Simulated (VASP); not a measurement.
Consider the following.

```xyz
5
Lattice="2.8295 1.6336 2.3202 -2.8295 1.6336 2.3202 0.0000 -3.2673 2.3202" Properties=species:S:1:pos:R:3 pbc="T T T"
Ba     0.0000     0.0000     6.9523
Ti     0.0000     0.0000     3.3866
O      0.0000     1.6096     2.4105
O     -1.3940    -0.8048     2.4105
O      1.3940    -0.8048     2.4105
```

Calculation: PBEsol GGA, VASP's PBE PAW potentials (set 64) (plane waves; VASP 6.6.1). Numerical set-up: 520 eV cut-off, Gaussian smearing of 0.050 eV, potentials Ba_sv Ti_sv O.

Unless said otherwise, spin-orbit coupling is left out, though it shifts the bands of the heavy elements here.

Problem. Give the energies of bands 12 to 23 at the high-symmetry points, in eV from the valence-band maximum.

Solution. 
```
band      Γ      T     H2      L     S0      F
----  -----  -----  -----  -----  -----  -----
12    -2.25  -4.40  -4.40  -3.93  -4.22  -4.22
13    -2.25  -3.69  -3.69  -2.75  -4.06  -4.06
14    -2.25  -3.69  -3.69  -2.73  -3.70  -3.70
15    -1.32  -2.40  -2.40  -2.12  -2.75  -2.75
16    -1.32  -2.40  -2.40  -2.10  -2.74  -2.74
17    -1.08  -2.36  -2.36  -1.75  -1.64  -1.64
18    -0.52  -0.02  -0.02  -1.66  -0.90  -0.90
19    -0.39  -0.02  -0.02  -0.96  -0.85  -0.85
20    -0.39   0.00   0.00  -0.83  -0.09  -0.09
21     2.29   4.30   4.30   2.47   3.81   3.81
22     2.29   4.44   4.44   3.74   3.82   3.82
23     2.44   4.44   4.44   3.84   4.15   4.15
```

The gap is indirect, 2.29 eV, from the valence maximum at T to the conduction minimum at Γ.

The structure comes from a measured BaTiO3 entry (R3m) of the Crystallography Open Database, whose conditions weren't checked. It was relaxed first.
